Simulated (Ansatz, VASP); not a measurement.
## Cross-check of TaO2 (1T-TaO2 bilayer, AA) between VASP and Ansatz

Aim: how closely do two programs agree when they are given the same cell, functional and k mesh? Of the first pair: The structure shown is the start of the Ansatz relaxation below; VASP solves that cell, so the two are compared at the walk's first step.

Main program and level: Ansatz 0.2.0; plane waves, with VASP 6.6.1 beside it; PBE with D3(BJ).

**1. Set-up**

The cell holds 6 atoms: 4 O and 2 Ta. Its edges and angles: a = 3.184 Å, b = 3.184 Å, c = 46.605 Å, α = 90.0°, β = 90.0°, γ = 120.0°. Vacuum lies along c.

**2. Ansatz: relaxation, PBE with D3(BJ)**

Ansatz runs on its default PAW (the set named soft_2) files.

The two programs are compared at the cell with which this relaxation starts, whose forces are those of its first step.

input.yaml

```yaml
crystal:
  lattice:
    - [3.18449, 0.0, 0.0]
    - [-1.592245, 2.7578492381, 0.0]
    - [0.0, 0.0, 46.6051393132]
  atoms:
    - { symbol: O, position: [0.6666666667, 0.3333333333, 0.416263105] }
    - { symbol: Ta, position: [0.0, 0.0, 0.4425753282], spin: 1.0 }
    - { symbol: O, position: [0.3333333333, 0.6666666667, 0.4688875514] }
    - { symbol: O, position: [0.6666666667, 0.3333333333, 0.5311124486] }
    - { symbol: Ta, position: [0.0, 0.0, 0.5574246718], spin: 1.0 }
    - { symbol: O, position: [0.3333333333, 0.6666666667, 0.583736895] }
  periodic: [true, true, false]
magnetization:
  spin_polarized: true
kpoints:
  mp_grid: { grid: [12, 12, 1] }
hamiltonian:
  xc: pbe
  dispersion: d3bj
scf:
  occupations: { method: fermi_dirac, width: 0.05 }
  convergence: { dr2_threshold: 1.0e-09 }
relax:
  f_tol: 0.004
  max_steps: 90
  cell: {}
output:
  write_potential: true
  write_density: true
  volumetric_format: npy
```

Command:

```console
$ ansatz run input.yaml --threads 4 --pin off --max-ram 6144MiB --backend cpu --events-out ev --progress --plain --runs-dir out
```

Numbers of over 12 decimals in the logs are rounded to 6 here.

Output:

```text
Warning: relax.cell: scf.convergence.dr2_threshold = 1e-9 eV is looser than the 1.89260724456e-10 eV advised for a relaxation that steers and ends on the stress (1e-10 eV for each atom of the cell: 6, times the square of relax.cell.stress_2d_tol = 0.05 N/m over 17.8 Å (the atoms' height at the walk's start and 5 Å past either face), 2.808e-2 GPa, over a crystal's default 0.05). What an SCF threshold leaves in a stress goes as its square root, and in the free energy as the threshold itself, and one threshold admits the most on a small cell: [figures from the program's tests cut] Set scf.convergence.dr2_threshold to 1.89260724456e-10 eV or tighter. [rest of the remark cut]
Engine: ansatz 0.2.0, x86_64-unknown-linux-gnu
Pseudopotentials: kind: paw
Pseudopotential: O, paw, valence charge 6, recommended cutoff 420 eV (normal), O.paw.azcp
Pseudopotential: Ta, paw, valence charge 13, recommended cutoff 420 eV (normal), Ta.paw.azcp
Functional definition: PBE
  parameter kappa = 0.804
  parameter beta = 0.066725
  exchange = pbe_x(kappa = kappa, mu = beta*pi^2/3)
  correlation = pbe_c(beta = beta)
Crystal: 6 atoms, lattice volume = 409.302 Å³
Basis set: ecut = 420 eV, 8087 PW (Γ), exchange–correlation on 48×48×640 points (8 copies of the dense FFT grid, shifted against one another)
Bands: 32, of which v1, the nominal top of the filled ones, is band 25 counted from 1 (24 counted from 0)
Symmetry: 12 space group operations
Space group: P-3m1 (ITA 164), of the structure as read, at distance tolerance 7.4e-5 Å
Magnetic group: BNS 164.85 (UNI 1315), of the structure as read, at distance tolerance 7.4e-5 Å
k-points: 19 of 144
Non-local potential: O, projectors of the file, l = 0: 2, l = 1: 2, l = 2: 1
Non-local potential: Ta, projectors of the file, l = 0: 3, l = 1: 2, l = 2: 2, l = 3: 1
PAW form: soft (Blöchl's): semilocal exchange-correlation on the pseudo side does not see the compensation charge
PAW one-centre angular grid: O, 110 points (default); XC on 64 Gauss nodes
PAW one-centre angular grid: Ta, 590 points (default); XC on 64 Gauss nodes
Initial density: superposition of atomic densities (neutral atoms: chi_scale 0, normalization atom)
Starting moments: Σ|m| = 2 μB on 2 of 6 sites
Initial wavefunctions: pseudopotential atomic-orbital guess
Functional: x = pbe(κ = 0.804, μ = 0.219515), c = pbe(β = 0.066725)
SCF iter   1: F=—  HF=-22142.851541 eV  |F-HF|=—  |Δ(HF+E_count)|=         —  Δρ=3.74e-2 (↑3.74e-2 ↓3.47e-2)  dr2=2.68e1  dr2_m=7.75e-2  M=1.158 μB ∫|m|=1.189 μB  β_m=0.30  ethr=3.10e-3  ⟨swp⟩=12.2  Hψ=7935  notcnv=0
Mixer restart at iter 1: flushing history
preconditioner: auto → LDOS  [metal: Δε(μ)=0.013 eV  Ē_g=11.802 eV  σ=0.050 eV  W_gap=0.06  n_scr=28 (ndim 8)  ℏωp=10.7 eV  f_vac=0.763  D(μ)=2.40/eV (n_scr^D=14)]
spin=Collinear: LDOS preconditioning applied to the charge; magnetization (m = ρ↑ − ρ↓) channel mixes plain (no charge-response kernel on spin).
SCF iter   2: F=—  HF=-22138.916387 eV  |F-HF|=—  |Δ(HF+E_count)|=    3.94e0  Δρ=1.98e-2 (↑1.98e-2 ↓1.78e-2)  dr2=8.15e0  dr2_m=3.83e-2  M=1.105 μB ∫|m|=1.143 μB  β_m=0.47  ethr=3.10e-3  ⟨swp⟩=4.3  Hψ=3111  notcnv=0  defer=38
SCF iter   3: F=—  HF=-22137.602394 eV  |F-HF|=—  |Δ(HF+E_count)|=    1.31e0  Δρ=5.00e-3 (↑5.00e-3 ↓4.96e-3)  dr2=1.43e-1  dr2_m=6.59e-3  M=0.954 μB ∫|m|=0.993 μB  β_m=0.60  ethr=3.10e-3  ⟨swp⟩=5.5  Hψ=3685  notcnv=0  defer=37
SCF iter   4: F=—  HF=-22137.666205 eV  |F-HF|=—  |Δ(HF+E_count)|=         —  Δρ=2.72e-3 (↑2.72e-3 ↓1.79e-3)  dr2=2.28e-2  dr2_m=1.46e-2  M=0.610 μB ∫|m|=0.632 μB  β_m=0.60  ethr=2.86e-4  ⟨swp⟩=4.4  Hψ=3135  notcnv=0  defer=32
SCF iter   5: F=—  HF=-22137.671943 eV  |F-HF|=—  |Δ(HF+E_count)|=   5.74e-3  Δρ=1.34e-3 (↑1.34e-3 ↓1.21e-3)  dr2=5.62e-4  dr2_m=5.85e-3  M=0.505 μB ∫|m|=0.517 μB  β_m=0.80  ethr=4.56e-5  ⟨swp⟩=3.6  Hψ=2772  notcnv=0  defer=32
SCF iter   6: F=—  HF=-22137.677292 eV  |F-HF|=—  |Δ(HF+E_count)|=   5.35e-3  Δρ=5.33e-4 (↑4.55e-4 ↓5.33e-4)  dr2=2.35e-4  dr2_m=8.61e-4  M=0.300 μB ∫|m|=0.303 μB  β_m=0.90  ethr=1.12e-6  ⟨swp⟩=4.6  Hψ=3650  notcnv=0  defer=32
SCF iter   7: F=—  HF=-22137.678717 eV  |F-HF|=—  |Δ(HF+E_count)|=   1.42e-3  Δρ=2.42e-4 (↑2.21e-4 ↓2.42e-4)  dr2=5.79e-5  dr2_m=1.91e-4  M=0.150 μB ∫|m|=0.152 μB  β_m=0.95  ethr=4.70e-7  ⟨swp⟩=4.1  Hψ=3174  notcnv=0  defer=32
[...]
iter 1 solved again at ethr=7.12e-8 eV; its pass at ethr=3.10e-3 eV (dr2=3.56e-5 eV) is discarded
SCF iter   1: F=—  HF=-22139.203728 eV  |F-HF|=—  |Δ(HF+E_count)|=         —  Δρ=5.66e-6 (↑5.66e-6 ↓5.65e-6)  dr2=7.07e-8  dr2_m=6.85e-12  M=0.000 μB ∫|m|=0.000 μB  β_m=0.65  ethr=7.12e-8  ⟨swp⟩=7.4  Hψ=16236  notcnv=0
spin=Collinear: LDOS preconditioning applied to the charge; magnetization (m = ρ↑ − ρ↓) channel mixes plain (no charge-response kernel on spin).
SCF iter   2: F=—  HF=-22139.203824 eV  |F-HF|=—  |Δ(HF+E_count)|=   9.60e-5  Δρ=1.88e-6 (↑1.88e-6 ↓1.88e-6)  dr2=1.08e-8  dr2_m=3.92e-12  M=0.000 μB ∫|m|=0.000 μB  β_m=0.55  ethr=1.41e-10  ⟨swp⟩=4.8  Hψ=4070  notcnv=0
SCF iter   3: F=—  HF=-22139.203824 eV  |F-HF|=—  |Δ(HF+E_count)|=   3.65e-8  Δρ=7.59e-7 (↑7.58e-7 ↓7.59e-7)  dr2=1.65e-9  dr2_m=2.88e-12  M=0.000 μB ∫|m|=0.000 μB  β_m=0.71  ethr=2.17e-11  ⟨swp⟩=3.6  Hψ=2500  notcnv=0
SCF iter   4: F=-22139.203824 eV  HF=-22139.203824 eV  |F-HF|=1.10e-9  |Δ(HF+E_count)|=   2.56e-9  Δρ=1.03e-7 (↑9.97e-8 ↓1.03e-7)  dr2=1.01e-10  dr2_m=5.77e-13  M=0.000 μB ∫|m|=0.000 μB  ethr=2.00e-12  ⟨swp⟩=15.6  Hψ=11784  notcnv=0
the starting moments were not kept: the SCF closed with an absolute magnetisation of 1.4e-5 μB, where they sum to 2 μB in size (2 sites). That is at most 0.1 of that sum. Measured as dr2_m measures the in/out step, that magnetisation stands 1.9e-11 eV from none, at or under the dr2_threshold of 1.0e-9 eV: it is no larger than a step whose dr2_m would equal this threshold.
SCF 10 converged in 4 iterations: F = -22139.203824 eV  dr2 = 1.01e-10
relax step  10: F+E_penalty+E_count = -22139.20382439 eV  Δ(F+E_penalty+E_count) = +8.843e-4 eV  max|allowed force component| = 3.788e-3 eV/Å  Δτ_max = 0.0000 Å  P = -0.029 N/m  Ω = 370.845 Å³  fix = [c, alpha, beta]  reactions: c -0.000 N/m  stress off target by 2.89e-2 N/m on what of the cell is left free  SCF on the basis re-selected at this cell (its energy is not comparable with the rows above)  (4 SCF iters)
basis re-selected at this cell: Δ(F+E_penalty+E_count) = +8.843e-4 eV, ΔP = -0.016 N/m vs the last step (what re-selecting the basis moved, of the pressure what is left beyond the Pulay correction that the steps carried, after the strain that the cell walked since its last selection, with what the two solves' SCF thresholds leave and, on support functions, any second-order correction that the steps lacked; it is no m [...]
WARN: The output density's exchange-correlation potential varies sharply where the density is thin. Do not read a vacuum level from v_tot or v_xc, or from such a field of the output density. On a cell that repeats whose density bears no net charge and no dipole along the vacuum's axis use v_es (v_loc + v_h of the components); under efield.dipole_correction with no amplitude use v_es + v_field, which holds any externa [...]
SCF converged after 4 iterations
Magnetization: 0.0000 μB (25.0000 up, 25.0000 down)
Absolute magnetization: 0.0000 μB (∫|ρ↑−ρ↓|, with the PAW one-centre terms)
Spin contamination: 0.0000 ħ² per cell (⟨S²⟩ above its minimum at these occupations)
Per-site moments (μB) at R_I (Å): [(5.017020005205922e-7, 0.858089), (2.736642314721305e-6, 0.857289), (4.96840207662352e-7, 0.857289), (4.968402076512012e-7, 0.857289), (2.736642314755903e-6, 0.857289), (5.017020005273195e-7, 0.858089)]
Free energy (F): -22139.203824 eV
Harris-Foulkes:  -22139.203824 eV  (|F-HF|=1.10e-9)
Internal energy: -22139.165031 eV  (E = F + TS)
E sigma→0 (E₀):  -22139.184428 eV
Entropy (-TS):   -0.038793 eV (-6.466 meV/atom)
Fermi energy:    -5.091683 eV
--- Per-component energies (eV) ---
  E_band       = -1278.532286
  E_kinetic    = 1431.066648
  E_local      = -250592.718975  (includes V_loc(G=0)·N_el)
  E_nonlocal   = 219.711716
  E_hartree    = 124407.430347
  E_xc         = -731.219061
  E_vxc        = -783.481180  (∫ρ·V_xc dr)
  E_paw        = -17424.944400  (= ΣΔE_a)
  E_vpaw       = -367.981004  (= ΣTr[D̂ρ^β])
  E_aug_tail   = 0.010223  (compensation charges beyond the density's cutoff)
  E_ewald      = 120552.560971
  E_disp       = -1.062499  (pairwise vdW)
  E_smearing   = -0.038793  (= −TS)
  E_closure    = -0.000000  (closes the sum)
  Σ components = -22139.203824   (vs F -22139.203824, Δ=0.00e0)
--- Forces (eV/Å), atoms counted from 1 ---
  atom   1  O     -0.00000000     0.00000000     0.00378753
  atom   2  Ta    -0.00000000    -0.00000000    -0.00009963
  atom   3  O      0.00000000    -0.00000000    -0.00346356
  atom   4  O      0.00000000     0.00000000     0.00346356
  atom   5  Ta     0.00000000     0.00000000     0.00009963
  atom   6  O      0.00000000    -0.00000000    -0.00378753
  max |Σ_I F_I| component: 1.85e-17 eV/Å
--- 2D stress c σ (N/m, compression-positive) ---
       -0.028855      -0.000000      -0.000000
        0.000000      -0.028855       0.000000
       -0.000000       0.000000      -0.000000
  P = ½ c Tr σ = -0.0289 N/m
--- Band table (eV; the first three rows and the last of 38) ---
  k-point 0 ↑: bands = [... 21 lower, -9.1846, -9.1468, -9.1468, -4.9410, -4.9410, -4.9218, -4.9218, -3.4619, ... 3 higher]
  k-point 1 ↑: bands = [... 21 lower, -9.3227, -9.2778, -9.1804, -4.9889, -4.9598, -4.7407, -4.7229, -3.4538, ... 3 higher]
  k-point 2 ↑: bands = [... 21 lower, -9.5612, -9.3846, -9.0360, -5.1545, -5.1019, -4.2436, -4.2293, -3.4093, ... 3 higher]
  k-point 18 ↓: bands = [... 21 lower, -10.4960, -9.9921, -9.8087, -4.1913, -4.0522, -3.6313, -3.6313, -3.6015, ... 3 higher]
  the weakly bound empty levels are not read free of the cell's end (no_gap_told)
--- Relaxed structure (8 steps of the walk, 8 accepted, 2 SCFs on fresh bases) ---
  F+E_penalty+E_count = -22139.20382439 eV   max|allowed force component| = 3.788e-3 eV/Å   (the final SCF, on the basis selected at the relaxed cell)
  cell:  # Å, volume = 370.8450 Å³
    - [3.031196, 0, 0]
    - [-1.515598, 2.625093, 0]
    - [0, 0, 46.6051393132]
  atoms:
    - { symbol: O, position: [0.666667, 0.333333, 0.424366] }
    - { symbol: Ta, position: [3.2058726384630504e-18, 0, 0.448495] }
    - { symbol: O, position: [0.333333, 0.666667, 0.472546] }
    - { symbol: O, position: [0.666667, 0.333333, 0.527454] }
    - { symbol: Ta, position: [-3.2058726384630524e-18, 0, 0.551505] }
    - { symbol: O, position: [0.333333, 0.666667, 0.575634] }
```

(Continued in part 2 of 2.)

[Lines on the potential files, build, host, timing and source positions are cut from VASP's logs without a mark.]

[Logs are printed without paths, hosts, clocks, repeated set-up lines and the standing remarks that a program may print on its own settings, such as how far it seeks lower states.]

[Hosts, paths, dates, database ids (printed as entryN), source tags and the programs' standing remarks are cut or masked in the printed files.]
